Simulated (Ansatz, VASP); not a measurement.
# SiC (Moissanite 3C): VASP beside Ansatz

One calculation is typed for both programs; each brings its own data sets. How far apart do they land? The cell is taken from a series of runs on this material, whose earlier steps may have relaxed, scaled, displaced or heated it; both programs get it as it stands.

Main program and level: Ansatz 0.2.0; plane waves, with VASP 6.6.1 beside it; G0W0 gap at LDA.

### Step 1. Starting point

It takes space group F-43m (No. 216, cubic). Conventional cell: a = 4.358 Å, b = 4.358 Å, c = 4.358 Å, α = 90.00°, β = 90.00°, γ = 90.00°. Nearest to Si lie 4 C at 1.89 Å. Nearest to C lie 4 Si at 1.89 Å. Farther neighbours are not listed.

Coordinates:

```xyz
2
Lattice="0.0000 2.1790 2.1790 2.1790 0.0000 2.1790 2.1790 2.1790 0.0000" Properties=species:S:1:pos:R:3 pbc="T T T"
Si    0.0000    0.0000    0.0000
C     1.0895    1.0895    1.0895
```

### Step 2. VASP: G0W0 gap, LDA

Quasiparticle shifts depend on high empty states and on the cores, so they are the hardest test of two PAW sets.

Lines of VASP's logs that name or quote its potential files are left out, and so is its time.

The run reads the wave functions of an earlier VASP run, which isn't shown here.

The input, INCAR:

```
SYSTEM = SiC
PREC = Accurate
ENCUT = 440
ISMEAR = 0
SIGMA = 0.01
LREAL = .FALSE.
GGA = CA
NBANDS = 192
ALGO = EVGW0
NELMGW = 1
ENCUTGW = 250
NOMEGA = 64
PRECFOCK = Fast
NBANDSGW = 16
LWAVE = .FALSE.
LCHARG = .FALSE.
```

The input, POSCAR:

```
SiC
1.0
    0.0000000000      2.1790000000      2.1790000000
    2.1790000000      0.0000000000      2.1790000000
    2.1790000000      2.1790000000      0.0000000000
Si C
1 1
Direct
    0.0000000000      0.0000000000      0.0000000000
    0.2500000000      0.2500000000      0.2500000000
```

The input, KPOINTS:

```
Automatic mesh
0
Gamma
10 10 10
0 0 0
```

The projector-augmented-wave data sets are Si_GW and C_GW (LDA family, release 64).

Launch:

```bash
$ mpirun -np 8 vasp_std
```

Numbers of over 12 decimals in the logs are rounded to 6 here.

Output:

```text
[banner, memory and clock lines left out]
running    8 mpi-ranks, on    1 nodes
 distrk:  each k-point on    8 cores,    1 groups
 distr:  one band on    1 cores,    8 groups

 POSCAR found type information on POSCAR SiC
 POSCAR found :  2 types and       2 ions
|                                                                             |
|           W    W    AA    RRRRR   N    N  II  N    N   GGGG   !!!           |
|           W    W   A  A   R    R  NN   N  II  NN   N  G    G  !!!           |
|           W    W  A    A  R    R  N N  N  II  N N  N  G       !!!           |
|           W WW W  AAAAAA  RRRRR   N  N N  II  N  N N  G  GGG   !            |
|           WW  WW  A    A  R   R   N   NN  II  N   NN  G    G                |
|           W    W  A    A  R    R  N    N  II  N    N   GGGG   !!!           |
|                                                                             |
|     For optimal performance we recommend to set                             |
|       NCORE = 2 up to number-of-cores-per-socket                            |
|     NCORE specifies how many cores store one orbital (NPAR=cpu/NCORE).      |
|     This setting can greatly improve the performance of VASP for DFT.       |
|     The default, NCORE=1 might be grossly inefficient on modern             |
|     multi-core architectures or massively parallel machines. Do your        |
|     Unfortunately you need to use the default for GW and RPA                |
|     calculations (for HF NCORE is supported but not extensively tested      |
|     yet).                                                                   |
|                                                                             |

|                                                                             |
|           W    W    AA    RRRRR   N    N  II  N    N   GGGG   !!!           |
|           W    W   A  A   R    R  NN   N  II  NN   N  G    G  !!!           |
|           W    W  A    A  R    R  N N  N  II  N N  N  G       !!!           |
|           W WW W  AAAAAA  RRRRR   N  N N  II  N  N N  G  GGG   !            |
|           WW  WW  A    A  R   R   N   NN  II  N   NN  G    G                |
|           W    W  A    A  R    R  N    N  II  N    N   GGGG   !!!           |
|                                                                             |
|     The default for ENCUTGWSOFT is different in this version of VASP.       |
|     please manually set ENCUTGWSOFT =250 in the INCAR file.                 |
|                                                                             |

 LDA part: xc-table for (Slater(with rela. corr.)+CA(PZ))
 , standard interpolation
 found WAVECAR, reading the header
 POSCAR, INCAR and KPOINTS ok, starting setup
 FFT: planning ... GRIDC
 FFT: planning ... GRID_SOFT
 FFT: planning ... GRID
 reading WAVECAR
 the WAVECAR file was read successfully
 initial charge from wavefunction
 available memory per node:     30.46 GB, setting MAXMEM to     31193

 The Fermi energy was updated, please check that it is located mid-gap
 values below the HOMO (VB) or above the LUMO (CB) will cause erroneous energies
 E-fermi :   8.3936

 calculate exact exchange contribution
 the WAVEDER file was read successfully
energies w=
    0.000    0.000    0.573    0.000    1.145    0.000    1.714    0.000
    2.279    0.000    2.839    0.000    3.393    0.000    3.941    0.000
    4.482    0.000    5.016    0.000    5.543    0.000    6.061    0.000
    6.573    0.000    7.078    0.000    7.576    0.000    8.069    0.000
    8.557    0.000    9.040    0.000    9.520    0.000    9.997    0.000
   10.472    0.000   10.947    0.000   11.423    0.000   11.900    0.000
   12.380    0.000   12.864    0.000   13.354    0.000   13.850    0.000
   14.355    0.000   14.871    0.000   15.398    0.000   15.940    0.000
   16.498    0.000   17.075    0.000   17.673    0.000   18.296    0.000
   18.947    0.000   19.630    0.000   20.351    0.000   21.113    0.000
   21.923    0.000   22.789    0.000   23.718    0.000   24.722    0.000
   25.810    0.000   26.999    0.000   28.305    0.000   29.750    0.000
   31.361    0.000   33.172    0.000   35.225    0.000   37.575    0.000
   40.297    0.000   43.488    0.000   47.285    0.000   51.877    0.000
   57.547    0.000   64.719    0.000   74.076    0.000   86.781    0.000
  104.995    0.000  133.234    0.000  182.796    0.000  292.125    0.000
 responsefunction array rank=     200
 LDA part: xc-table for (Slater(with rela. corr.)+CA(PZ))
 , standard interpolation

 min. memory requirement per mpi rank    946.9 MB, per node   7575.5 MB

[...]
performed       8338000 updates of chi_q(r,r)
 total number of BLAS operations       2014.10 Gflops
NQ=   4    0.3000    0.0000    0.0000,
|.........|.........|.........|.........|.........|.........|.........|.........
 performed      11611000 updates of chi_q(r,r)
 total number of BLAS operations       2920.09 Gflops
NQ=   5    0.4000    0.0000    0.0000,
|.........|.........|.........|.........|.........|.........|.........|.........
 performed      14884000 updates of chi_q(r,r)
 total number of BLAS operations       3797.09 Gflops
NQ=   6    0.5000    0.0000    0.0000,
|.........|.........|.........|.........|.........|.........|.........|.........
 performed      17518000 updates of chi_q(r,r)
[...]
|.........|.........|.........|.........|.........|.........|.........|.........
 performed      85355000 updates of chi_q(r,r)
 total number of BLAS operations      22564.41 Gflops
NQ=  20   -0.4000    0.2000    0.0000,
|.........|.........|.........|.........|.........|.........|.........|.........
 performed      91061000 updates of chi_q(r,r)
 total number of BLAS operations      24126.85 Gflops
NQ=  21   -0.3000    0.2000    0.0000,
|.........|.........|.........|.........|.........|.........|.........|.........
 performed      96767000 updates of chi_q(r,r)
 total number of BLAS operations      25706.23 Gflops
NQ=  22   -0.2000    0.2000    0.0000,
|.........|.........|.........|.........|.........|.........|.........|.........
 performed     101244000 updates of chi_q(r,r)
 total number of BLAS operations      26919.00 Gflops
NQ=  23    0.3000    0.3000    0.0000,
|.........|.........|.........|.........|.........|.........|.........|.........
 performed     104394000 updates of chi_q(r,r)
 total number of BLAS operations      27790.98 Gflops
NQ=  24    0.4000    0.3000    0.0000,
|.........|.........|.........|.........|.........|.........|.........|.........
 performed     110100000 updates of chi_q(r,r)
 total number of BLAS operations      29370.36 Gflops
NQ=  25    0.5000    0.3000    0.0000,
|.........|.........|.........|.........|.........|.........|.........|.........
 performed     115806000 updates of chi_q(r,r)
 total number of BLAS operations      30983.88 Gflops
NQ=  26   -0.4000    0.3000    0.0000,
|.........|.........|.........|.........|.........|.........|.........|.........
 performed     121512000 updates of chi_q(r,r)
 total number of BLAS operations      32546.32 Gflops
NQ=  27   -0.3000    0.3000    0.0000,
|.........|.........|.........|.........|.........|.........|.........|.........
 performed     125989000 updates of chi_q(r,r)
 total number of BLAS operations      33785.60 Gflops
NQ=  28    0.4000    0.4000    0.0000,
|.........|.........|.........|.........|.........|.........|.........|.........
 performed     129139000 updates of chi_q(r,r)
 total number of BLAS operations      34734.21 Gflops
NQ=  29    0.5000    0.4000    0.0000,
|.........|.........|.........|.........|.........|.........|.........|.........
 performed     134845000 updates of chi_q(r,r)
 total number of BLAS operations      36382.25 Gflops
NQ=  30   -0.4000    0.4000    0.0000,
|.........|.........|.........|.........|.........|.........|.........|.........
 performed     139322000 updates of chi_q(r,r)
 total number of BLAS operations      37648.32 Gflops
NQ=  31    0.5000    0.5000    0.0000,
|.........|.........|.........|.........|.........|.........|.........|.........
 performed     141680000 updates of chi_q(r,r)
 total number of BLAS operations      38329.32 Gflops
NQ=  32    0.3000    0.2000    0.1000,
|.........|.........|.........|.........|.........|.........|.........|.........
 performed     148050000 updates of chi_q(r,r)
 total number of BLAS operations      40017.33 Gflops
NQ=  33    0.4000    0.2000    0.1000,
|.........|.........|.........|.........|.........|.........|.........|.........
 performed     155698000 updates of chi_q(r,r)
 total number of BLAS operations      42156.87 Gflops
NQ=  34    0.5000    0.2000    0.1000,
|.........|.........|.........|.........|.........|.........|.........|.........
 performed     163346000 updates of chi_q(r,r)
 total number of BLAS operations      44273.60 Gflops
NQ=  35   -0.4000    0.2000    0.1000,
|.........|.........|.........|.........|.........|.........|.........|.........
 performed     169322000 updates of chi_q(r,r)
 total number of BLAS operations      45927.79 Gflops
NQ=  36    0.4000    0.3000    0.1000,
|.........|.........|.........|.........|.........|.........|.........|.........
 performed     175692000 updates of chi_q(r,r)
 total number of BLAS operations      47690.82 Gflops
NQ=  37    0.5000    0.3000    0.1000,
|.........|.........|.........|.........|.........|.........|.........|.........
 performed     183340000 updates of chi_q(r,r)
 total number of BLAS operations      49853.30 Gflops
NQ=  38   -0.4000    0.3000    0.1000,
|.........|.........|.........|.........|.........|.........|.........|.........
 performed     190988000 updates of chi_q(r,r)
 total number of BLAS operations      51992.85 Gflops
NQ=  39   -0.3000    0.3000    0.1000,
|.........|.........|.........|.........|.........|.........|.........|.........
 performed     198636000 updates of chi_q(r,r)
 total number of BLAS operations      54178.40 Gflops
NQ=  40   -0.2000    0.3000    0.1000,
|.........|.........|.........|.........|.........|.........|.........|.........
 performed     204612000 updates of chi_q(r,r)
 total number of BLAS operations      55832.60 Gflops
NQ=  41    0.5000    0.4000    0.1000,
|.........|.........|.........|.........|.........|.........|.........|.........
 performed     210982000 updates of chi_q(r,r)
 total number of BLAS operations      57691.68 Gflops
NQ=  42   -0.4000    0.4000    0.1000,
|.........|.........|.........|.........|.........|.........|.........|.........
 performed     218630000 updates of chi_q(r,r)
 total number of BLAS operations      59900.42 Gflops
NQ=  43   -0.3000    0.4000    0.1000,
|.........|.........|.........|.........|.........|.........|.........|.........
 performed     224606000 updates of chi_q(r,r)
 total number of BLAS operations      61572.46 Gflops
NQ=  44   -0.4000    0.5000    0.1000,
|.........|.........|.........|.........|.........|.........|.........|.........
 performed     229095000 updates of chi_q(r,r)
 total number of BLAS operations      62869.16 Gflops
NQ=  45   -0.4000    0.4000    0.2000,
|.........|.........|.........|.........|.........|.........|.........|.........
 performed     235465000 updates of chi_q(r,r)
 total number of BLAS operations      64689.52 Gflops
NQ=  46   -0.3000    0.4000    0.2000,
|.........|.........|.........|.........|.........|.........|.........|.........
 performed     241441000 updates of chi_q(r,r)
 total number of BLAS operations      66452.16 Gflops
NQ=  47   -0.3000    0.5000    0.2000,
|.........|.........|.........|.........|.........|.........|.........|.........
 performed     245930000 updates of chi_q(r,r)
 total number of BLAS operations      67776.31 Gflops
 resolving degeneracies of screened two electron integrals

 calculate QP shifts <psi_nk| G(iteration)W_0 |psi_nk>: iteration 1
 entering main loop
```

From OUTCAR (step 2):

```text
ion  position               nearest neighbor table
   1  0.000  0.000  0.000-   2 1.89   2 1.89   2 1.89   2 1.89
   2  0.250  0.250  0.250-   1 1.89   1 1.89   1 1.89   1 1.89

  LATTYP: Found a face centered cubic cell.
 ALAT       =     4.3580000000

 Subroutine GETGRP returns: Found 24 space group operations
 (whereof 24 operations were pure point group operations)

The static configuration has the point symmetry T_d .

 Found     47 irreducible k-points:

   k-points           NKPTS =     47   k-points in BZ     NKDIM =   1000   number of bands    NBANDS=    192

   dimension x,y,z NGX =    24 NGY =   24 NGZ =   24
   dimension x,y,z NGXF=    48 NGYF=   48 NGZF=   48

   ENCUT  =  440.0 eV  32.34 Ry    5.69 a.u.   5.27  5.27  5.27*2*pi/ulx,y,z

   NELECT =       8.0000    total number of electrons

  energy-cutoff  :      440.00
  volume of cell :       20.69
      direct lattice vectors                 reciprocal lattice vectors
     0.000000000  2.179000000  2.179000000    -0.229463056  0.229463056  0.229463056
     2.179000000  0.000000000  2.179000000     0.229463056 -0.229463056  0.229463056
     2.179000000  2.179000000  0.000000000     0.229463056  0.229463056 -0.229463056

 k-points in reciprocal lattice and weights: Automatic mesh
   0.00000000  0.00000000  0.00000000       0.001
   0.10000000  0.00000000  0.00000000       0.008
   0.20000000  0.00000000  0.00000000       0.008
   0.30000000  0.00000000  0.00000000       0.008
   0.40000000  0.00000000  0.00000000       0.008
   0.50000000  0.00000000  0.00000000       0.004
   0.10000000  0.10000000  0.00000000       0.006
   0.20000000  0.10000000  0.00000000       0.024
   0.30000000  0.10000000  0.00000000       0.024
[...]
-0.30000000  0.40000000  0.20000000       0.024
  -0.30000000  0.50000000  0.20000000       0.012

 E-fermi :   8.3936

 QP shifts <psi_nk| G(iteration)W_0 |psi_nk>: iteration 1
 for sc-GW calculations column KS-energies equals QP-energies in previous step
 and V_xc(KS)=  KS-energies - (<T + V_ion + V_H > + <T+V_H+V_ion>^1  + <V_x>^1)
 k-point   1 :       0.0000    0.0000    0.0000
  band No.  KS-energies  QP-energies   sigma(KS)   V_xc(KS)     V^pw_x(r,r')   Z            occupation Imag(sigma)
      1      -7.5828      -8.6545     -14.2817     -12.7890     -21.6082       0.7180       2.0000       1.3392
      2       7.7420       7.0982     -15.7918     -14.9725     -17.3233       0.7859       2.0000       0.0321
      3       7.7420       7.0982     -15.7918     -14.9725     -17.3233       0.7859       2.0000       0.0321
      4       7.7420       7.0982     -15.7918     -14.9725     -17.3233       0.7859       2.0000       0.0321
      5      14.0265      14.4109     -12.8222     -13.3177      -7.4566       0.7758       0.0000      -0.0845
      6      14.9293      15.6363     -10.9940     -11.8867      -5.8029       0.7920       0.0000      -0.0784
      7      14.9293      15.6363     -10.9940     -11.8867      -5.8029       0.7920       0.0000      -0.0784
      8      14.9293      15.6363     -10.9940     -11.8867      -5.8029       0.7920       0.0000      -0.0784
    ...

 k-point   2 :       0.1000    0.0000    0.0000
  band No.  KS-energies  QP-energies   sigma(KS)   V_xc(KS)     V^pw_x(r,r')   Z            occupation Imag(sigma)
      1      -7.3869      -8.4504     -14.2981     -12.8138     -21.5677       0.7165       2.0000       1.3025
      2       6.7400       6.0263     -15.4157     -14.5007     -17.2014       0.7800       2.0000       0.0335
      3       7.6056       6.9550     -15.7273     -14.8987     -17.2910       0.7852       2.0000       0.0321
      4       7.6056       6.9550     -15.7273     -14.8987     -17.2910       0.7852       2.0000       0.0321
      5      14.2349      14.7051     -12.2337     -12.8358      -6.9393       0.7810       0.0000      -0.0832
      6      15.1715      15.8874     -11.0633     -11.9705      -5.7845       0.7890       0.0000      -0.0821
      7      15.1715      15.8874     -11.0633     -11.9705      -5.7845       0.7890       0.0000      -0.0821
      8      15.2312      15.8977     -11.8858     -12.7384      -6.5089       0.7816       0.0000      -0.0857
    ...

 k-point   3 :       0.2000    0.0000    0.0000
  band No.  KS-energies  QP-energies   sigma(KS)   V_xc(KS)     V^pw_x(r,r')   Z            occupation Imag(sigma)
      1      -6.8071      -7.8606     -14.3616     -12.8942     -21.4563       0.7179       2.0000       1.2057
      2       4.6276       3.8033     -14.9022     -13.8214     -17.4068       0.7627       2.0000       0.0529
      3       7.2966       6.6274     -15.6153     -14.7613     -17.2631       0.7836       2.0000       0.0323
      4       7.2966       6.6274     -15.6153     -14.7613     -17.2631       0.7836       2.0000       0.0323
      5      13.8965      14.4283     -11.7143     -12.3870      -6.6119       0.7906       0.0000      -0.0762
      6      15.5320      16.2542     -11.0809     -11.9999      -5.6670       0.7858       0.0000      -0.0897
      7      15.5320      16.2542     -11.0809     -11.9999      -5.6670       0.7858       0.0000      -0.0897
      8      16.4363      17.1143     -12.6457     -13.5324      -6.7246       0.7647       0.0000      -0.1228
    ...

 k-point   4 :       0.3000    0.0000    0.0000
  band No.  KS-energies  QP-energies   sigma(KS)   V_xc(KS)     V^pw_x(r,r')   Z            occupation Imag(sigma)
      1      -5.8771      -6.9222     -14.4965     -13.0550     -21.3181       0.7250       2.0000       1.0665
      2       2.3143       1.4403     -14.4404     -13.2628     -17.8256       0.7422       2.0000       0.1212
      3       6.9795       6.2892     -15.5425     -14.6594     -17.2863       0.7817       2.0000       0.0327
      4       6.9795       6.2892     -15.5425     -14.6594     -17.2863       0.7817       2.0000       0.0327
      5      13.4832      14.0100     -11.7239     -12.3874      -6.7351       0.7941       0.0000      -0.0720
      6      15.4040      16.1013     -10.8493     -11.7324      -5.4911       0.7896       0.0000      -0.0900
      7      15.4040      16.1013     -10.8493     -11.7324      -5.4911       0.7896       0.0000      -0.0900
      8      17.3785      18.0638     -12.3465     -13.2526      -6.0159       0.7563       0.0000      -0.1720
    ...

[... 4 further parts left out ...]
```

(Continued in part 2 of 2.)

[Lines on the potential files, build, host, timing and source positions are cut from VASP's logs without a mark.]

[Logs are printed without paths, hosts, clocks, repeated set-up lines and the standing remarks that a program may print on its own settings, such as how far it seeks lower states.]

[Hosts, paths, dates, database ids (printed as entryN), source tags and the programs' standing remarks are cut or masked in the printed files.]
